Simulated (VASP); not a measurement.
# How a change of volume changes Ta

Wanted: the elastic response of Ta to a change of volume, with a fit that predicts a row left out.

Main program and level: VASP 6.6.1; PBEsol; plane waves and PAW (Ta_pv), in the first sound run; inputs show where later runs differ.

## Step 1: Set-up

It takes space group Im-3m (No. 229, cubic). The conventional cell has a = 3.310 Å, b = 3.310 Å, c = 3.310 Å, α = 90.00°, β = 90.00°, γ = 90.00°. Ta has 8 Ta at 2.87 Å nearest.

Coordinates:

```xyz
1
Lattice="-1.6550 1.6550 1.6550 1.6550 -1.6550 1.6550 1.6550 1.6550 -1.6550" Properties=species:S:1:pos:R:3 pbc="T T T"
Ta    0.0000    0.0000    0.0000
```

## Step 2: Relax the crystal, PBEsol

The series starts from the cell that this level prefers, so that zero strain is near zero stress.

This step took 2 runs in a row; the last is shown.

Level: PBEsol; plane waves and PAW (Ta_pv).

INCAR

```
SYSTEM = Ta
PREC = Accurate
ENCUT = 450
EDIFF = 1E-07
NELM = 120
ISMEAR = 1
SIGMA = 0.15
LREAL = .FALSE.
ALGO = Normal
GGA = PS
NBANDS = 11
LASPH = .TRUE.
LORBIT = 11
LWAVE = .FALSE.
LCHARG = .FALSE.
KPAR = 8
IBRION = 2
NSW = 40
ISIF = 3
EDIFFG = -0.005
POTIM = 0.4
```

POSCAR

```
Ta
1.0
   -1.6408621308      1.6408621308      1.6408621308
    1.6408621308     -1.6408621308      1.6408621308
    1.6408621308      1.6408621308     -1.6408621308
Ta
1
Direct
    0.0000000000      0.0000000000      0.0000000000
```

KPOINTS

```
Automatic mesh
0
Gamma
25 25 25
0 0 0
```

The projector-augmented-wave data sets are Ta_pv (PBE family, release 64).

Command:

```sh
> mpirun -np 8 vasp_std
```

Output:

```text
[banner, memory and clock lines left out]
running    8 mpi-ranks, on    1 nodes
[...]
|                                                                             |
|           W    W    AA    RRRRR   N    N  II  N    N   GGGG   !!!           |
|           W    W   A  A   R    R  NN   N  II  NN   N  G    G  !!!           |
|           W    W  A    A  R    R  N N  N  II  N N  N  G       !!!           |
|           W WW W  AAAAAA  RRRRR   N  N N  II  N  N N  G  GGG   !            |
|           WW  WW  A    A  R   R   N   NN  II  N   NN  G    G                |
|           W    W  A    A  R    R  N    N  II  N    N   GGGG   !!!           |
|                                                                             |
|     For optimal performance we recommend to set                             |
|       NCORE = 2 up to number-of-cores-per-socket                            |
|     NCORE specifies how many cores store one orbital (NPAR=cpu/NCORE).      |
|     This setting can greatly improve the performance of VASP for DFT.       |
[...]
|     You enforced a specific xc type in the INCAR file but a different       |
|     [... a line on the potential file left out ...]
|     I HOPE YOU KNOW WHAT YOU ARE DOING!                                     |
|                                                                             |

 LDA part: xc-table for (Slater+PW92), standard interpolation
 POSCAR, INCAR and KPOINTS ok, starting setup
[...]
entering main loop
       N       E                     dE             d eps       ncg     rms          rms(c)
DAV:   1     0.526473496335E+02    0.52647E+02   -0.57769E+03 10034   0.860E+02
DAV:   2    -0.121525558306E+02   -0.64800E+02   -0.63357E+02 11182   0.236E+02
DAV:   3    -0.130462728706E+02   -0.89372E+00   -0.87701E+00 12220   0.268E+01
DAV:   4    -0.130492629540E+02   -0.29901E-02   -0.29887E-02 11024   0.160E+00
[...]
DAV:   9    -0.125503327502E+02    0.26770E-05   -0.58418E-05 11514   0.813E-02    0.210E-02
DAV:  10    -0.125503302069E+02    0.25433E-05   -0.23401E-06 11945   0.172E-02    0.356E-03
DAV:  11    -0.125503302019E+02    0.50645E-08   -0.14753E-07  9975   0.433E-03
   1 F= -.12550330E+02 E0= -.12550225E+02  d E =-.125503E+02
[...]
reached required accuracy - stopping structural energy minimisation
```

The job ended after 10 s (8 MPI ranks of Intel Xeon Platinum 8488C (Sapphire Rapids), shared host; peak memory 1.4 GiB; 78 s of CPU time).

Lines that name or quote the potential files are left out of all logs, and their timing lines are given in words.

OUTCAR, selected parts (step 2):

```text
  Total       -0.0006221     -0.0006221     -0.0006221     -0.0000000     -0.0000000      0.0000000
  in kB       -0.0564017     -0.0564017     -0.0564017     -0.0000000     -0.0000000      0.0000000
  external PRESSURE =      -0.0564017 kB  Pullay stress =       0.0000000 kB

 POSITION                                       TOTAL-FORCE (eV/Angst)
 -----------------------------------------------------------------------------------
      0.00000      0.00000      0.00000         0.000000      0.000000      0.000000
 -----------------------------------------------------------------------------------
    total drift:                                0.000000      0.000000      0.000000

  FREE ENERGIE OF THE ION-ELECTRON SYSTEM (eV)
  ---------------------------------------------------
  free  energy   TOTEN  =       -12.5503302019 eV

  energy  without entropy=      -12.5500153902  energy(sigma->0) =      -12.55022526

 reached required accuracy - stopping structural energy minimisation

[... 3 further parts left out ...]
[key lines of the parts left out:]
E-fermi :   5.4602
```

Read from the output:

- energy(sigma→0) of the program: -12.5502 eV
- stress, compression positive: xx, yy, zz -0.01, -0.01, -0.01 GPa
- volume: 17.672 Å³
- ionic steps: 1

## Step 3: Relax at fixed volume, PBEsol

One member in full: the volume is scaled by 0.99, and the cell is held.

Level: PBEsol; plane waves and PAW (Ta_pv).

INCAR, as its differences from that of step 2:

```diff
@@ -15,7 +15,8 @@
 LCHARG = .FALSE.
-KPAR = 8
+KPAR = 2
 IBRION = 2
 NSW = 40
-ISIF = 3
-EDIFFG = -0.005
+ISIF = 2
+EDIFFG = -0.004
 POTIM = 0.4
+MAXMIX = 40
```

POSCAR

```
Ta
1.0
   -1.6353742566      1.6353742566      1.6353742566
    1.6353742566     -1.6353742566      1.6353742566
    1.6353742566      1.6353742566     -1.6353742566
Ta
1
Direct
    0.0000000000      0.0000000000      0.0000000000
```

KPOINTS is that of step 2.

Command:

```sh
> mpirun -np 2 vasp_std
```

Output:

```text
[banner, memory and clock lines left out]
running    2 mpi-ranks, on    1 nodes
[...]
[... a notice as in an earlier step ...]

 LDA part: xc-table for (Slater+PW92), standard interpolation
 POSCAR, INCAR and KPOINTS ok, starting setup
[...]
entering main loop
       N       E                     dE             d eps       ncg     rms          rms(c)
DAV:   1     0.511268914208E+02    0.51127E+02   -0.58150E+03 10045   0.862E+02
DAV:   2    -0.121943594596E+02   -0.63321E+02   -0.61906E+02 11074   0.234E+02
DAV:   3    -0.130370380070E+02   -0.84268E+00   -0.83134E+00 12180   0.263E+01
DAV:   4    -0.130396249012E+02   -0.25869E-02   -0.25862E-02 11026   0.154E+00
[...]
DAV:   9    -0.125491081153E+02    0.25999E-05   -0.55363E-05 11542   0.799E-02    0.209E-02
DAV:  10    -0.125491056425E+02    0.24728E-05   -0.21591E-06 11914   0.167E-02    0.342E-03
DAV:  11    -0.125491056085E+02    0.33962E-07   -0.11377E-07  8042   0.383E-03
   1 F= -.12549106E+02 E0= -.12549056E+02  d E =-.125491E+02
[...]
reached required accuracy - stopping structural energy minimisation
```

It took 23 s on 2 MPI ranks; peak memory 0.34 GiB.

Parts of OUTCAR (step 3):

```text
  Total        0.2291822      0.2291822      0.2291822     -0.0000000     -0.0000000     -0.0000000
  in kB       20.9884320     20.9884320     20.9884320     -0.0000000     -0.0000000     -0.0000000
  external PRESSURE =      20.9884320 kB  Pullay stress =       0.0000000 kB

  FREE ENERGIE OF THE ION-ELECTRON SYSTEM (eV)
  ---------------------------------------------------
  free  energy   TOTEN  =       -12.5491056085 eV

  energy  without entropy=      -12.5489559527  energy(sigma->0) =      -12.54905572

[... 3 parts as in an earlier step ...]

[... 2 further parts left out ...]
[key lines of the parts left out:]
E-fermi :   5.5430
```

Numbers from this step:

- energy(sigma→0) of the program: -12.5491 eV
- stress, compression positive: xx, yy, zz 2.10, 2.10, 2.10 GPa
- ionic steps: 1

## Step 4: The table

The other members went through these steps as far as the tables show, with the same cutoff and, step by step, the same mesh; 9 runs are not shown. The session took 0.23 core hours (wall time by ranks) on a shared machine.

```csv
volume over the relaxed volume,volume (Å³/atom),pressure (GPa),"energy above the unstrained row, extrapolated to no smearing (meV/atom)"
0.940,16.611,14.390,45.183
0.960,16.965,9.087,19.385
0.980,17.318,4.310,4.704
0.990,17.495,2.099,1.170
1,17.672,-0.006,0.000
1.010,17.848,-2.011,1.076
1.020,18.025,?,?
1.040,18.378,-7.503,16.781
1.060,18.732,-10.772,36.765
```

## Step 5: Stress from the known rows

A least-squares cubic through the 8 rows shown, with u the logarithm of the volume ratio: pressure = − 696.6 u³ + 396.1 u² − 205.5 u − 0.007295 (GPa), r.m.s. residual 0.0018 GPa.

At u = 0.01980 this predicts -3.927 GPa.

## Step 6: Prediction against calculation

The calculation gives -3.925 GPa, so the prediction is 0.002 GPa too low.

A cubic of the pressure in ln(V/V₀) through all rows has the slope −B at V₀: B = 205 GPa, and its curvature gives B′ = 3.9.

## Step 7: What came out

```json
{"error of the predicted pressure": "-0.002 GPa", "bulk modulus": "205 GPa"}
```

What this shows: These are static values: temperature and zero-point motion are left out. In a metal the slopes also depend on mesh and smearing, which were held through the series.

[Lines on the potential files, build, host, timing and source positions are cut from VASP's logs without a mark.]

[Logs are printed without paths, hosts, clocks, repeated set-up lines and the standing remarks that a program may print on its own settings, such as how far it seeks lower states.]

[Hosts, paths, dates, database ids (printed as entryN), source tags and the programs' standing remarks are cut or masked in the printed files.]

[In band tables of VASP the shares of atoms and orbitals are scaled to a sum of 1 inside the atoms' spheres.]
